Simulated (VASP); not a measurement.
Here is the system:

```
Tm
1.0
    1.75090    -3.03265     0.00000
    1.75090     3.03265     0.00000
    0.00000     0.00000     5.39899
Tm
2
Direct
  0.33333   0.66667   0.25000
  0.66667   0.33333   0.75000
```

Level of theory: PBEsol GGA, VASP's PBE PAW potentials (set 64) (plane waves; VASP 6.6.1). Run with 400 eV cut-off, 11×11×6 Γ-centred mesh, first-order Methfessel-Paxton smearing of 0.10 eV, potentials Tm_3.

The 4f electrons are frozen in the core of the lanthanide potential, so 4f levels, which can set the real gap, and their magnetism are missing.

### Question
What does the run give for the energy per atom (σ→0), band gap (on the k-mesh) with the smallest direct gap where there is one?

### Answer

The band gap (on the k-mesh) comes out as none (metal, semimetal or under 0.01 eV) and the energy per atom (σ→0) is -4.903 eV/atom.

The absolute energy has meaning only against runs of the same code, potentials and settings.

The compound is Tm in the hcp structure. It was relaxed first. The start is the result of an earlier pass.
